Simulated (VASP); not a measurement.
Crystal: Ca2C.

```
CELL_PARAMETERS angstrom
0.00000 3.12858 3.12858
3.12858 0.00000 3.12858
3.12858 3.12858 0.00000
ATOMIC_POSITIONS crystal
C 0.00000 0.00000 0.00000
Ca 0.25000 0.25000 0.25000
Ca 0.75000 0.75000 0.75000
```

The cell was built by a generator and needn't be a form met in nature.

Base run:

- Program: VASP 6.6.1
- Functional: PBE
- Potentials or basis: VASP PAW PBE potentials, release 64 (C, Ca_sv)
- Cutoff: 520 eV
- k mesh: 6 × 6 × 6
- Occupations: gaussian, width 0.01 eV
- Spin: no spin polarisation

Its results: band gap on the k mesh 0.20 eV, direct; pressure 0.9 GPa.

Q: The run is repeated on the same cell with these changes: functional from PBE to PBE-based screened hybrid; k mesh from 6 × 6 × 6 to 4 × 4 × 4. What comes out?

A: Band gap on the k mesh 0.43 eV, direct; pressure 0.8 GPa.

Several settings changed at once, so the effect can't be laid on one alone.

Caveats: some runs use coarse meshes; the PAW data sets were made with another functional, which shifts forces and pressure a little (some runs).

A k mesh can miss the band edges.
